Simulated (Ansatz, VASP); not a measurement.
# TiC: VASP beside Ansatz, part 2 of 3

Wanted: the spread between two codes on one cell, functional and k mesh. The cell is taken from a series of runs on this material, whose earlier steps may have relaxed, scaled, displaced or heated it; both programs get it as it stands.

VASP 6.6.1 and Ansatz 0.2.0.

So far: Starting point; Ansatz: zone-centre phonons, PBEsol, pair 1.

### 3. VASP: zone-centre phonons, PBEsol, pair 1

Level of this step: PBEsol; plane waves and PAW (C, Ti_sv) (VASP).

The same cell, functional, mesh and smearing now go to VASP, with its own data sets.

Lines of VASP's logs that name or quote its potential files are left out, and so is its time.

Input file INCAR:

```
SYSTEM = TiC
PREC = Accurate
ENCUT = 600
EDIFF = 1E-08
NELM = 120
ISMEAR = 1
SIGMA = 0.2
LREAL = .FALSE.
ALGO = Normal
GGA = PS
NBANDS = 14
LASPH = .TRUE.
LORBIT = 11
LWAVE = .FALSE.
LCHARG = .FALSE.
ISIF = 2
IBRION = 8
GGA_COMPAT = .FALSE.
KPAR = 2
```

Input file POSCAR:

```
TiC
1.0
    0.0000000000      2.1893721834      2.1280312354
    2.1893721834      0.0000000000      2.1280312354
    2.1893721834      2.1893721834      0.0000000000
C Ti
1 1
Direct
    0.5000000000      0.5000000000      0.5000000000
    0.0000000000      0.0000000000      0.0000000000
```

Input file KPOINTS:

```
Automatic mesh
0
Gamma
16 16 16
0 0 0
```

Potentials, in the order of the species: C and Ti_sv (PBE family, release 64).

Started as:

```bash
> mpirun -np 2 vasp_std
```

Numbers of over 12 decimals in the logs are rounded to 6 here.

The program printed:

```text
[banner, memory and clock lines left out]
running    2 mpi-ranks, on    1 nodes
 distrk:  each k-point on    1 cores,    2 groups
 distr:  one band on    1 cores,    1 groups

 POSCAR found type information on POSCAR C Ti
 POSCAR found :  2 types and       2 ions
|                                                                             |
|               ----> ADVICE to this user running VASP <----                  |
|                                                                             |
|     You enforced a specific xc type in the INCAR file but a different       |
|     [... a line on the potential file left out ...]
|     I HOPE YOU KNOW WHAT YOU ARE DOING!                                     |
|                                                                             |

 LDA part: xc-table for (Slater+PW92), standard interpolation
 POSCAR, INCAR and KPOINTS ok, starting setup
 FFT: planning ... GRIDC
 FFT: planning ... GRID_SOFT
 FFT: planning ... GRID
 WAVECAR not read
 entering main loop
       N       E                     dE             d eps       ncg     rms          rms(c)
DAV:   1     0.127335711380E+03    0.12734E+03   -0.88970E+03  9772   0.150E+03
DAV:   2    -0.160823931775E+02   -0.14342E+03   -0.13494E+03 10288   0.373E+02
DAV:   3    -0.248297549978E+02   -0.87474E+01   -0.85084E+01 13256   0.876E+01
DAV:   4    -0.252038258595E+02   -0.37407E+00   -0.37377E+00 11958   0.164E+01
DAV:   5    -0.252129655094E+02   -0.91396E-02   -0.91390E-02 13364   0.226E+00    0.183E+01
DAV:   6    -0.204124907080E+02    0.48005E+01   -0.12940E+01 13910   0.600E+01    0.684E+00
DAV:   7    -0.198275735608E+02    0.58492E+00   -0.21699E+00 11958   0.220E+01    0.505E+00
DAV:   8    -0.197942281166E+02    0.33345E-01   -0.11169E-01 10870   0.389E+00    0.338E+00
DAV:   9    -0.197786353671E+02    0.15593E-01   -0.12581E-01 11836   0.464E+00    0.744E-01
DAV:  10    -0.197780082387E+02    0.62713E-03   -0.11450E-02 13210   0.136E+00    0.731E-01
DAV:  11    -0.197751605185E+02    0.28477E-02   -0.56677E-03 10582   0.113E+00    0.214E-01
DAV:  12    -0.197750669781E+02    0.93540E-04   -0.38613E-04 12142   0.217E-01    0.512E-02
DAV:  13    -0.197750571347E+02    0.98434E-05   -0.47284E-05 11524   0.576E-02    0.119E-02
DAV:  14    -0.197750555530E+02    0.15818E-05   -0.25125E-06 12248   0.263E-02    0.381E-03
DAV:  15    -0.197750554092E+02    0.14380E-06   -0.20294E-07 11358   0.575E-03    0.158E-03
DAV:  16    -0.197750553503E+02    0.58832E-07   -0.47827E-08 12286   0.151E-03    0.331E-04
DAV:  17    -0.197750553429E+02    0.74699E-08   -0.26643E-09  5858   0.467E-04
   1 F= -.19775055E+02 E0= -.19775069E+02  d E =0.395553E-04
 Linear response reoptimize wavefunctions to high precision
DAV:   1    -0.197750553448E+02   -0.19706E-08   -0.11121E-09  7480   0.372E-04
DAV:   2    -0.197750553448E+02   -0.79581E-11   -0.10218E-10  5306   0.841E-05
 Linear response DOF=           4
 Linear response progress:
  Degree of freedom:   1/  4
       N       E                     dE             d eps       ncg     rms          rms(c)
RMM:   1    -0.122706702886E+00   -0.12271E+00   -0.31406E-02 38289   0.208E+00
RMM:   2    -0.115372437420E+00    0.73343E-02   -0.49259E-03 33651   0.509E-01    0.129E-01
RMM:   3    -0.116038762648E+00   -0.66633E-03   -0.17617E-03 35231   0.218E-01    0.606E-02
RMM:   4    -0.116971817226E+00   -0.93305E-03   -0.58411E-04 36057   0.131E-01    0.147E-02
RMM:   5    -0.117075514201E+00   -0.10370E-03   -0.12736E-04 40500   0.521E-02    0.243E-03
RMM:   6    -0.117071404130E+00    0.41101E-05   -0.17153E-05 40331   0.206E-02    0.136E-03
RMM:   7    -0.117066037464E+00    0.53667E-05   -0.34429E-06 40835   0.967E-03    0.685E-04
RMM:   8    -0.117068872165E+00   -0.28347E-05   -0.70983E-07 40273   0.470E-03    0.281E-04
RMM:   9    -0.117066515684E+00    0.23565E-05    0.73318E-08 41327   0.250E-03    0.110E-04
RMM:  10    -0.117066760673E+00   -0.24499E-06   -0.36450E-07 41529   0.132E-03    0.429E-05
RMM:  11    -0.117066535327E+00    0.22535E-06    0.76611E-10 42130   0.710E-04    0.370E-05
RMM:  12    -0.117066738465E+00   -0.20314E-06   -0.16221E-07 40290   0.395E-04    0.495E-06
RMM:  13    -0.117066763729E+00   -0.25264E-07   -0.40829E-09 43624   0.216E-04    0.589E-06
RMM:  14    -0.117066779736E+00   -0.16007E-07   -0.39726E-08 42338   0.116E-04    0.164E-06
RMM:  15    -0.117066762244E+00    0.17491E-07   -0.24004E-08 42416   0.639E-05    0.430E-06
RMM:  16    -0.117066773708E+00   -0.11464E-07   -0.12879E-08 40052   0.382E-05    0.827E-07
RMM:  17    -0.117066772417E+00    0.12918E-08   -0.13435E-09 40665   0.208E-05    0.947E-07
 first order change of Fermi-energy  -0.29210E-03
 force on displaced ion       1 direction 1 :  -8.518   0.000   0.000
 Linear response progress:
  Degree of freedom:   2/  4
       N       E                     dE             d eps       ncg     rms          rms(c)
RMM:   1    -0.125767631204E+00   -0.12577E+00   -0.42193E-02 20685   0.236E+00
RMM:   2    -0.116775906705E+00    0.89917E-02   -0.59978E-03 18980   0.573E-01    0.137E-01
RMM:   3    -0.117457280105E+00   -0.68137E-03   -0.19214E-03 19632   0.243E-01    0.639E-02
RMM:   4    -0.118460429060E+00   -0.10031E-02   -0.68778E-04 19966   0.146E-01    0.156E-02
RMM:   5    -0.118585175627E+00   -0.12475E-03   -0.15311E-04 22649   0.597E-02    0.350E-03
RMM:   6    -0.118589598098E+00   -0.44225E-05   -0.20835E-05 22410   0.246E-02    0.175E-03
RMM:   7    -0.118584180072E+00    0.54180E-05   -0.45062E-06 22454   0.117E-02    0.788E-04
RMM:   8    -0.118587519077E+00   -0.33390E-05   -0.98716E-07 22351   0.589E-03    0.348E-04
RMM:   9    -0.118584778625E+00    0.27405E-05   -0.78998E-07 22667   0.316E-03    0.117E-04
RMM:  10    -0.118585261003E+00   -0.48238E-06   -0.75393E-07 22665   0.168E-03    0.637E-05
RMM:  11    -0.118585035619E+00    0.22538E-06   -0.15341E-07 22658   0.891E-04    0.508E-05
RMM:  12    -0.118585051397E+00   -0.15778E-07   -0.18687E-07 23554   0.470E-04    0.357E-05
RMM:  13    -0.118585046854E+00    0.45424E-08   -0.21801E-07 22736   0.271E-04    0.150E-05
RMM:  14    -0.118585099304E+00   -0.52450E-07   -0.51068E-08 22758   0.155E-04    0.235E-05
RMM:  15    -0.118585110125E+00   -0.10821E-07   -0.27828E-09 22501   0.842E-05    0.110E-05
RMM:  16    -0.118585107786E+00    0.23395E-08   -0.20382E-08 23183   0.471E-05    0.304E-06
 first order change of Fermi-energy   0.44944E-03
 force on displaced ion       1 direction 3 :   0.000   0.000 -10.986
 Linear response progress:
  Degree of freedom:   3/  4
       N       E                     dE             d eps       ncg     rms          rms(c)
RMM:   1    -0.715087539545E+00   -0.71509E+00    0.42674E+00 17539   0.137E+02
RMM:   2    -0.689828924411E+00    0.25259E-01   -0.24281E-01 29665   0.498E+00    0.223E-01
RMM:   3    -0.688066756255E+00    0.17622E-02   -0.18277E-02 34875   0.116E+00    0.110E-01
RMM:   4    -0.687223968657E+00    0.84279E-03   -0.80028E-03 38271   0.523E-01    0.219E-02
RMM:   5    -0.687803477203E+00   -0.57951E-03   -0.12478E-03 40678   0.209E-01    0.107E-02
RMM:   6    -0.688137619497E+00   -0.33414E-03   -0.32907E-04 41023   0.904E-02    0.774E-03
RMM:   7    -0.688437417190E+00   -0.29980E-03   -0.77456E-05 37958   0.444E-02    0.257E-03
RMM:   8    -0.688595563135E+00   -0.15815E-03   -0.35881E-05 39615   0.247E-02    0.249E-03
RMM:   9    -0.688497179383E+00    0.98384E-04   -0.15541E-05 38544   0.145E-02    0.797E-04
RMM:  10    -0.688521518886E+00   -0.24340E-04   -0.89605E-06 40954   0.855E-03    0.268E-04
RMM:  11    -0.688534498868E+00   -0.12980E-04   -0.55230E-06 41718   0.560E-03    0.405E-05
RMM:  12    -0.688534547556E+00   -0.48688E-07   -0.39856E-06 43236   0.393E-03    0.663E-05
RMM:  13    -0.688533859547E+00    0.68801E-06   -0.25877E-06 42104   0.295E-03    0.119E-04
RMM:  14    -0.688534855305E+00   -0.99576E-06   -0.18383E-06 40432   0.234E-03    0.114E-04
RMM:  15    -0.688535830111E+00   -0.97481E-06   -0.11476E-06 39667   0.192E-03    0.103E-04
RMM:  16    -0.688536333346E+00   -0.50323E-06   -0.83544E-07 40983   0.160E-03    0.996E-05
 first order change of Fermi-energy   0.39363E-03
 force on displaced ion       2 direction 1 :  -8.548   0.000   0.000
 Linear response progress:
  Degree of freedom:   4/  4
       N       E                     dE             d eps       ncg     rms          rms(c)
RMM:   1    -0.675252519634E+00   -0.67525E+00    0.81544E+00  9908   0.140E+02
RMM:   2    -0.650104988182E+00    0.25148E-01   -0.24801E-01 16595   0.497E+00    0.230E-01
RMM:   3    -0.648163005869E+00    0.19420E-02   -0.18488E-02 19443   0.115E+00    0.113E-01
RMM:   4    -0.647193673713E+00    0.96933E-03   -0.83366E-03 21167   0.528E-01    0.228E-02
RMM:   5    -0.647683062807E+00   -0.48939E-03   -0.13226E-03 22496   0.210E-01    0.115E-02
RMM:   6    -0.647993718127E+00   -0.31066E-03   -0.32473E-04 22513   0.893E-02    0.881E-03
RMM:   7    -0.648280360370E+00   -0.28664E-03   -0.71109E-05 20943   0.425E-02    0.331E-03
RMM:   8    -0.648461806208E+00   -0.18145E-03   -0.31189E-05 21384   0.238E-02    0.250E-03
RMM:   9    -0.648375800227E+00    0.86006E-04   -0.18693E-05 21682   0.131E-02    0.448E-04
RMM:  10    -0.648386596941E+00   -0.10797E-04   -0.11933E-05 23113   0.753E-03    0.259E-04
RMM:  11    -0.648398634607E+00   -0.12038E-04   -0.95422E-06 22654   0.477E-03    0.369E-05
RMM:  12    -0.648398222446E+00    0.41216E-06   -0.78311E-06 23969   0.327E-03    0.624E-05
RMM:  13    -0.648400664262E+00   -0.24418E-05   -0.57709E-06 22180   0.243E-03    0.297E-05
RMM:  14    -0.648403111450E+00   -0.24472E-05   -0.46006E-06 21649   0.190E-03    0.271E-05
[...]
RMM:  22    -0.648403008820E+00    0.35938E-07   -0.12409E-06 22373   0.547E-04    0.107E-05
RMM:  23    -0.648402997739E+00    0.11082E-07   -0.86483E-07 19949   0.486E-04    0.177E-05
RMM:  24    -0.648403022839E+00   -0.25100E-07   -0.82360E-07 20588   0.427E-04    0.211E-05
RMM:  25    -0.648403049136E+00   -0.26297E-07   -0.62791E-07 15266   0.378E-04    0.239E-05
RMM:  26    -0.648403066881E+00   -0.17745E-07   -0.61620E-07 15452   0.336E-04    0.258E-05
RMM:  27    -0.648403064162E+00    0.27186E-08   -0.48573E-07 14407   0.299E-04    0.287E-05
RMM:  28    -0.648403069495E+00   -0.53330E-08   -0.46863E-07 10430   0.266E-04    0.309E-05
RMM:  29    -0.648403104190E+00   -0.34695E-07   -0.29993E-07 19481   0.237E-04    0.307E-05
 first order change of Fermi-energy  -0.17261E-03
 force on displaced ion       2 direction 3 :   0.000   0.000 -10.992
 Linear response finished
```

Parts of OUTCAR (step 3):

```text
ion  position               nearest neighbor table
   1  0.500  0.500  0.500-   2 2.13   2 2.13   2 2.19   2 2.19   2 2.19   2 2.19
   2  0.000  0.000  0.000-   1 2.13   1 2.13   1 2.19   1 2.19   1 2.19   1 2.19

  LATTYP: Found a body centered tetragonal cell.
 ALAT       =     3.0962398348
 C/A-ratio  =     1.3745906964

 Subroutine GETGRP returns: Found 16 space group operations
 (whereof 16 operations were pure point group operations)

The static configuration has the point symmetry D_4h.

 Found    349 irreducible k-points:

   k-points           NKPTS =    349   k-points in BZ     NKDIM =    349   number of bands    NBANDS=     14

   dimension x,y,z NGX =    24 NGY =   24 NGZ =   28
   dimension x,y,z NGXF=    48 NGYF=   48 NGZF=   56

   ENCUT  =  600.0 eV  44.10 Ry    6.64 a.u.   6.10  6.10  6.18*2*pi/ulx,y,z

   NELECT =      16.0000    total number of electrons

 k-points in reciprocal lattice and weights: Automatic mesh
   0.00000000  0.00000000  0.00000000       0.000
   0.06250000 -0.00000000  0.00000000       0.002
   0.12500000 -0.00000000  0.00000000       0.002
   0.18750000 -0.00000000  0.00000000       0.002
   0.25000000 -0.00000000  0.00000000       0.002
   0.31250000  0.00000000  0.00000000       0.002
   0.37500000 -0.00000000  0.00000000       0.002
   0.43750000 -0.00000000  0.00000000       0.002
   0.50000000 -0.00000000  0.00000000       0.001
[...]
-0.31250000  0.18750000  0.50000000       0.001
  -0.25000000  0.25000000  0.50000000       0.000

 average (electrostatic) potential at core
       1 -44.6784       2 -71.0418

  Total       -1.3878702     -1.3878702      0.0360462      0.0000000      0.0000000      0.0000000
  in kB     -108.9964200   -108.9964200      2.8308857      0.0000000      0.0000000      0.0000000
  external PRESSURE =     -71.7206515 kB  Pullay stress =       0.0000000 kB

  energy-cutoff  :      600.00
  volume of cell :       20.40
      direct lattice vectors                 reciprocal lattice vectors
     0.000000000  2.189372183  2.128031235    -0.228375972  0.228375972  0.234958957
     2.189372183  0.000000000  2.128031235     0.228375972 -0.228375972  0.234958957
     2.189372183  2.189372183  0.000000000     0.228375972  0.228375972 -0.234958957

 POSITION                                       TOTAL-FORCE (eV/Angst)
 -----------------------------------------------------------------------------------
      2.18937      2.18937      2.12803        -0.000000      0.000000     -0.000000
      0.00000      0.00000      0.00000         0.000000     -0.000000      0.000000
 -----------------------------------------------------------------------------------
    total drift:                                0.000000     -0.000000     -0.000000

 Eigenvectors and eigenvalues of the dynamical matrix
 ----------------------------------------------------

   1 f  =   16.722909 THz   105.073133 2PiTHz  557.816185 cm-1    69.160361 meV
             X         Y         Z           dx          dy          dz
      2.189372  2.189372  2.128031     0.000000    0.000000    0.894075
      0.000000  0.000000  0.000000     0.000000    0.000000   -0.447918

   2 f  =   14.729642 THz    92.549069 2PiTHz  491.327963 cm-1    60.916876 meV
             X         Y         Z           dx          dy          dz
      2.189372  2.189372  2.128031     0.893808    0.000000    0.000000
      0.000000  0.000000  0.000000    -0.448451    0.000000    0.000000

   3 f  =   14.729642 THz    92.549069 2PiTHz  491.327963 cm-1    60.916876 meV
             X         Y         Z           dx          dy          dz
      2.189372  2.189372  2.128031     0.000000    0.893808    0.000000
      0.000000  0.000000  0.000000     0.000000   -0.448451    0.000000

   4 f/i=    0.001727 THz     0.010850 2PiTHz    0.057603 cm-1     0.007142 meV
             X         Y         Z           dx          dy          dz
      2.189372  2.189372  2.128031     0.000000    0.000000   -0.447918
      0.000000  0.000000  0.000000     0.000000    0.000000   -0.894075

   5 f/i=    0.010301 THz     0.064723 2PiTHz    0.343602 cm-1     0.042601 meV
             X         Y         Z           dx          dy          dz
      2.189372  2.189372  2.128031    -0.448451    0.000000    0.000000
      0.000000  0.000000  0.000000    -0.893808    0.000000    0.000000

   6 f/i=    0.010301 THz     0.064723 2PiTHz    0.343602 cm-1     0.042601 meV
             X         Y         Z           dx          dy          dz
      2.189372  2.189372  2.128031     0.000000   -0.448451    0.000000
      0.000000  0.000000  0.000000     0.000000   -0.893808    0.000000

 ELASTIC MODULI CONTR FROM IONIC RELAXATION (kBar)
 Direction    XX          YY          ZZ          XY          YZ          ZX
 --------------------------------------------------------------------------------
 XX           0.0000      0.0000      0.0000      0.0000      0.0000      0.0000
 YY           0.0000      0.0000      0.0000      0.0000      0.0000      0.0000
 ZZ           0.0000      0.0000      0.0000      0.0000      0.0000      0.0000
 XY           0.0000      0.0000      0.0000      0.0000      0.0000      0.0000
 YZ           0.0000      0.0000      0.0000      0.0000      0.0000      0.0000
 ZX           0.0000      0.0000      0.0000      0.0000      0.0000      0.0000
 --------------------------------------------------------------------------------
```

### 4. Differences

Known differences besides the potentials themselves: the cutoff is 420 eV in Ansatz and 600 eV in VASP; Ansatz makes its cores anew for this functional, VASP keeps those of its PBE data sets. Total energies have different zeros and are not compared.

Compared:

```
                  quantity  Ansatz   VASP  difference
optical mode 1 to 2 (cm⁻¹)   489.7  491.3     -0.32 %
     optical mode 3 (cm⁻¹)   556.3  557.8     -0.27 %
```

Modes are paired by rising frequency, not by their patterns, so a pair may set unlike modes beside each other; they are those without the splitting of longitudinal modes.

(Part 2 of 3 ends here.)

[Lines on the potential files, build, host, timing and source positions are cut from VASP's logs without a mark.]

[Logs are printed without paths, hosts, clocks, repeated set-up lines and the standing remarks that a program may print on its own settings, such as how far it seeks lower states.]

[Hosts, paths, dates, database ids (printed as entryN), source tags and the programs' standing remarks are cut or masked in the printed files.]
